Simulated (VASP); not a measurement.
Method: PBE GGA, VASP's PBE PAW potentials (set 64) (plane waves; VASP 6.6.1).

A VASP calculation is set up with these files.

File KPOINTS:
```
Automatic mesh
0
Gamma
6 6 3
0 0 0
```

File POSCAR:
```
CsH
1.0
  4.7035390000   0.0000000000   0.0000000000
 -2.3517700000   4.0733850000   0.0000000000
  0.0000000000   0.0000000000   7.7033120000
Cs H
2 2
Cart
  2.3517716851   1.3577936422   0.0000000000
 -0.0000026851   2.7155913578   3.8516560000
  2.3517716851   1.3577936422   4.8161106624
 -0.0000026851   2.7155913578   0.9644546624
```

**INCAR**
```
SYSTEM = CsH
PREC = Accurate
ENCUT = 300
EDIFF = 1E-6
NELM = 100
ALGO = Normal
LREAL = .FALSE.
LASPH = .TRUE.
ISMEAR = -1
SIGMA = 0.05
GGA = PE
LMAXMIX = 4
LWAVE = .FALSE.
LCHARG = .FALSE.
ISIF = 2
```

POTCAR, in this order: Cs_sv H (PBE.64 set). Program: vasp_std.

The run wrote:

**OSZICAR**
```
       N       E                     dE             d eps       ncg     rms          rms(c)
DAV:   1     0.108215387521E+03    0.10822E+03   -0.58661E+03   392   0.724E+02
DAV:   2    -0.447833560927E-01   -0.10826E+03   -0.10507E+03   496   0.171E+02
DAV:   3    -0.106729555245E+02   -0.10628E+02   -0.10617E+02   488   0.637E+01
DAV:   4    -0.107832683600E+02   -0.11031E+00   -0.11031E+00   530   0.789E+00
DAV:   5    -0.107840855360E+02   -0.81718E-03   -0.81717E-03   506   0.626E-01    0.578E+00
DAV:   6    -0.910008563894E+01    0.16840E+01   -0.22655E+00   392   0.551E+00    0.254E+00
DAV:   7    -0.873923359374E+01    0.36085E+00   -0.26251E+00   392   0.516E+00    0.108E+00
DAV:   8    -0.882779026541E+01   -0.88557E-01   -0.34103E-01   392   0.229E+00    0.695E-01
DAV:   9    -0.880563075022E+01    0.22160E-01   -0.14064E-01   416   0.137E+00    0.118E-01
DAV:  10    -0.880721244270E+01   -0.15817E-02   -0.89281E-03   452   0.391E-01    0.113E-01
DAV:  11    -0.880762628352E+01   -0.41384E-03   -0.11775E-03   410   0.184E-01    0.758E-02
DAV:  12    -0.880738362997E+01    0.24265E-03   -0.15994E-03   458   0.123E-01    0.692E-03
DAV:  13    -0.880739663951E+01   -0.13010E-04   -0.64617E-05   470   0.376E-02    0.257E-03
DAV:  14    -0.880739796547E+01   -0.13260E-05   -0.53301E-06   370   0.926E-03    0.195E-03
DAV:  15    -0.880739783311E+01    0.13236E-06   -0.73624E-07   364   0.392E-03
   1 F= -.88073978E+01 E0= -.88073978E+01  d E =-.282083E-10
```

File OUTCAR:
```
------------------------ aborting loop because EDIFF is reached ----------------------------------------
  FORCE on cell =-STRESS in cart. coord.  units (eV):
  Direction    XX          YY          ZZ          XY          YZ          ZX
  --------------------------------------------------------------------------------------
  Total        0.9681733      0.9681736      0.7056844     -0.0000001      0.0000000      0.0000000
  in kB       10.5100789     10.5100828      7.6606104     -0.0000013      0.0000000      0.0000000
  external PRESSURE =       9.5602574 kB  Pullay stress =       0.0000000 kB
  volume of cell :      147.59
      direct lattice vectors                 reciprocal lattice vectors
     4.703539000  0.000000000  0.000000000     0.212605870  0.122748060  0.000000000
    -2.351770000  4.073385000  0.000000000     0.000000000  0.245496068  0.000000000
     0.000000000  0.000000000  7.703312000     0.000000000  0.000000000  0.129814293
 POSITION                                       TOTAL-FORCE (eV/Angst)
 -----------------------------------------------------------------------------------
      2.35177      1.35779      0.00000        -0.000000     -0.000000      0.014265
     -0.00000      2.71559      3.85166         0.000000      0.000000      0.014265
      2.35177      1.35779      4.81611         0.000000      0.000000     -0.014265
     -0.00000      2.71559      0.96445         0.000000      0.000000     -0.014265
 -----------------------------------------------------------------------------------
    total drift:                                0.000194     -0.000112     -0.000009
  FREE ENERGIE OF THE ION-ELECTRON SYSTEM (eV)
  ---------------------------------------------------
  free  energy   TOTEN  =        -8.8073978331 eV

  energy  without entropy=       -8.8073978331  energy(sigma->0) =       -8.80739783
```
(Selected blocks of OUTCAR.)

**OUTCAR**
```
 val. band max:       -0.5774232554   @ k =   0.3333   0.1667   0.0000

 cond. band min:       2.5877867757   @ k =   0.3333  -0.0000   0.3333


 Fermi energy:         0.6368315406

 k-point     1 :       0.0000    0.0000    0.0000
  band No.  band energies     occupation
      1     -21.5162      2.00000
      2     -21.4679      2.00000
      3      -8.7309      2.00000
      4      -8.1884      2.00000
      5      -8.1884      2.00000
      6      -8.1183      2.00000
      7      -8.1183      2.00000
      8      -8.1144      2.00000
      9      -1.7687      2.00000
     10      -0.9404      2.00000
     11       3.4022      0.00000
     12       3.9205      0.00000
     13       4.6501      0.00000
     14       4.6522      0.00000

 k-point     2 :       0.1667   -0.0000    0.0000
  band No.  band energies     occupation
      1     -21.5051      2.00000
      2     -21.4625      2.00000
      3      -8.6803      2.00000
      4      -8.3162      2.00000
      5      -8.2529      2.00000
      6      -8.2227      2.00000
      7      -8.1352      2.00000
      8      -8.1323      2.00000
      9      -1.5056      2.00000
     10      -0.7970      2.00000
     11       3.0882      0.00000
     12       3.4239      0.00000
     13       4.3850      0.00000
     14       4.7107      0.00000

 k-point     3 :       0.3333   -0.0000    0.0000
  band No.  band energies     occupation
      1     -21.4812      2.00000
      2     -21.4534      2.00000
      3      -8.6035      2.00000
      4      -8.5209      2.00000
      5      -8.4840      2.00000
      6      -8.2859      2.00000
      7      -8.1902      2.00000
      8      -8.1723      2.00000
      9      -1.0493      2.00000
     10      -0.6306      2.00000
     11       2.6426      0.00000
     12       3.3278      0.00000
     13       3.9451      0.00000
     14       4.4488      0.00000

 k-point     4 :       0.5000    0.0000    0.0000
  band No.  band energies     occupation
...
```

At this cut-off the stress carries a Pulay error, which pulls relaxed volumes low. Unless said otherwise, spin-orbit coupling is left out, though it shifts the bands of the heavy elements here.

The structure was generated: CsH was put into an ordered model structure, which need not be its known phase. The cell was not relaxed at this level, and its volume differs by -5.9 % from the start's.
